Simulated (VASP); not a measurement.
```
P
1.0
    1.69010    -5.18927     0.00000
    1.69010     5.18927     0.00000
    0.00000     0.00000     4.26603
P
4
Direct
  0.10625   0.89375   0.92701
  0.39375   0.60625   0.42701
  0.60625   0.39375   0.57299
  0.89375   0.10625   0.07299
```

Calculation: PBE GGA with D4 dispersion, VASP's PBE PAW potentials (set 64) (plane waves; VASP). Numerical set-up: 520 eV cut-off, 10×10×7 Γ-centred mesh, first-order Methfessel-Paxton smearing of 0.10 eV, potentials P.

Question: The ions and cell shape at fixed volume are relaxed. Which structure does the run end with?

Answer: 
```
P
1.0
    1.65706    -5.23551     0.00000
    1.65706     5.23551     0.00000
    0.00000     0.00000     4.31266
P
4
Cartesian
  1.65706   4.16028   3.97644
  1.65706   1.07523   1.82011
  1.65706  -1.07523   2.49254
  1.65706  -4.16028   0.33621
```
Space group Cmce (64), at a tolerance of 0.03 Å.

Question: How much energy does the relaxation gain?

Answer: The energy (σ→0) changes by -11.3 meV/atom, in 7 ionic steps.

The compound is P in the black structure. This cell is one point of a volume scan, at 1.06 of the reference volume. Symmetry was kept, so distortions that lower it aren't found.
